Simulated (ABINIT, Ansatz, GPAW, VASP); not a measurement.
**ZnS (F-43m, 2 atoms in the cell) computed with different codes at matched settings**

Self-consistent single point.

```
CELL_PARAMETERS angstrom
      0.00000     2.70500     2.70500
      2.70500     0.00000     2.70500
      2.70500     2.70500     0.00000
ATOMIC_POSITIONS crystal
  Zn 0.00000 0.00000 0.00000
  S  0.25000 0.25000 0.25000
```

Shared settings, as Ansatz (an electronic-structure program) writes them: kpoints.mp_grid.grid = 7 7 7; scf.occupations.method = fermi_dirac; scf.occupations.width = 0.05 eV. Potentials and cutoffs stand in the table.

```
code                                                            model  pressure (GPa)  gap on the mesh (eV)   cutoff
------  -------------------------------------------------------------  --------------  --------------------  -------
VASP                     LDA (PZ), VASP's LDA PAW potentials (set 64)               –                 1.865   300 eV
ABINIT                             LDA (PW92), PAW (JTH v2.0 LDA PAW)           -4.91                 1.830    30 Ha
GPAW    LDA (Perdew-Wang 92), GPAW PAW datasets LDA (gpaw-data 1.0.1)           -5.09                 1.841   800 eV
Ansatz                    LDA (PW92), default PAW files made with PBE           -4.81                 1.843  default
```

A dash marks a value that a program does not give, or that is left out as unsure.

Gaps are read on the mesh.

The spread over the programs that give each value: pressure within 0.28 GPa; gap on the mesh within 0.035 eV.

Ansatz's pressure is given at a fixed set of plane waves, as the other plane-wave codes print theirs; with its correction for the finite basis it is -4.76 GPa. The same LDA comes in different parametrisations, which differ slightly.

VASP's run is marked for a possible Pulay error in its stress at this cutoff; no cutoff test was made.

The starting cell has typed, rounded lattice constants, without a prior relaxation at this level.

Left out of this page: CP2K, Elk, FLEUR and SIESTA (not drawn, or without a comparable value).

Keys are those of Ansatz 0.2.
